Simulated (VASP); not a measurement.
Given:

```yaml
crystal:
  lattice:
    - [0.00000, 2.41365, 2.41365]
    - [2.41365, 0.00000, 2.41365]
    - [2.41365, 2.41365, 0.00000]
  atoms:
    - { symbol: Be, position: [0.00000, 0.00000, 0.00000] }
    - { symbol: S, position: [0.25000, 0.25000, 0.25000] }
```

These are revTPSS meta-GGA, VASP's PBE PAW potentials (set 64) (plane waves; VASP) values and carry that method's errors. Settings: 520 eV cut-off, 9×9×9 Γ-centred mesh, Gaussian smearing of 0.050 eV, potentials Be S.

Task: Predict the energy per atom (σ→0), pressure.

Result: 
```json
{
 "energy per atom (σ→0)": "-6.078 eV/atom",
 "pressure": "2.93 GPa"
}
```

Total energies compare only between runs with the same potentials, cut-off and functional.

The compound is BeS in the zinc blende structure. This cell is one point of a volume scan, at 0.97 of the reference volume.
